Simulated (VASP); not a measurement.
Here is the system:

```
Na3P
1.0
    5.05170     0.00000     0.00000
   -2.52585     4.37490     0.00000
    0.00000     0.00000     5.67617
Na P
3 1
Direct
  0.00000   0.00000   0.50000
  0.33333   0.66667   0.00000
  0.66667   0.33333   0.00000
  0.00000   0.00000   0.00000
```

These are PBEsol GGA, VASP's PBE PAW potentials (set 64) (plane waves; VASP 6.6.1) values and carry that method's errors. Numerical set-up: 480 eV cut-off, 6×6×4 Γ-centred mesh, Gaussian smearing of 0.050 eV, potentials Na_pv P.

Task: What does the run give for the energy per atom (σ→0)?

Result: 
```
Property                       Result
---------------------  --------------
energy per atom (σ→0)  -2.746 eV/atom
```

Total energies compare only between runs with the same potentials, cut-off and functional.

The structure was generated: Na3P was put into the Li3N type (P6/mmm), which need not be its known phase. This cell was strained or had an atom moved on purpose.
